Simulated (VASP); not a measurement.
Given:

```yaml
crystal:
  lattice:
    - [3.92284, 0.00000, 0.00000]
    - [0.00000, 3.92284, 0.00000]
    - [0.00000, 0.00000, 3.92284]
  atoms:
    - { symbol: Sr, position: [0.00000, 0.00000, 0.00000] }
    - { symbol: Ti, position: [0.50000, 0.50000, 0.50000] }
    - { symbol: O, position: [0.50000, 0.00000, 0.50000] }
    - { symbol: O, position: [0.00000, 0.50000, 0.50000] }
    - { symbol: O, position: [0.50000, 0.50000, 0.00000] }
```

Computed with PBE GGA with D3 dispersion (zero damping), VASP's PBE PAW potentials (set 64) (plane waves; VASP). Numerical set-up: 520 eV cut-off, 6×6×6 Γ-centred mesh, Gaussian smearing of 0.050 eV, potentials Sr_sv Ti_sv O.

Question: Give the energy at these volumes per atom, relative to the lowest: 11.34, 11.70, 12.06, 12.42, 12.78 Å³.

Answer: 27.2, 6.6, 0.0, 5.2, 20.5 meV/atom. A third-order Birch-Murnaghan fit gives B0 = 174 GPa and B0′ = 4.4.

Measured: a 3.890 Å at 0 K (computed value off by +0.8 %), as given by D. I. Bilc et al., Physical Review B (2008), arXiv:0805.0753 [cubic phase extrapolated to 0 K].

The compound is SrTiO3 in the cubic perovskite structure, the ideal cubic form; the compound distorts at low or room temperature. It was relaxed first.
